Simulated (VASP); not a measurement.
A 71-atom supercell of AlN (wurtzite) holds Si on the Al site with a neighbouring N vacancy in charge state -2. It is relaxed twice, with the total moment held at 0 and at 2 μB. Method: PBE GGA, VASP's PBE PAW potentials (set 64) (plane waves; VASP). Numerical set-up: PREC = Normal, LREAL = Auto, ISYM = 0, NELECT = 286.0, EDIFF = 1E-5, 400 eV cut-off, 1×1×1 Γ-centred mesh, Gaussian smearing of 0.050 eV, potentials Al N Si.

The cell is charged, with a uniform compensating background. The supercell is sampled at Γ alone, which is coarse: total energies, pressure and levels can be off, energies of defects by several tenths of an eV.

Question: Which spin state lies lower, and by how much?

Answer: The state with 0 μB lies lower, by 0.19 eV.

The cell is a supercell with a defect, built from AlN (wurtzite).
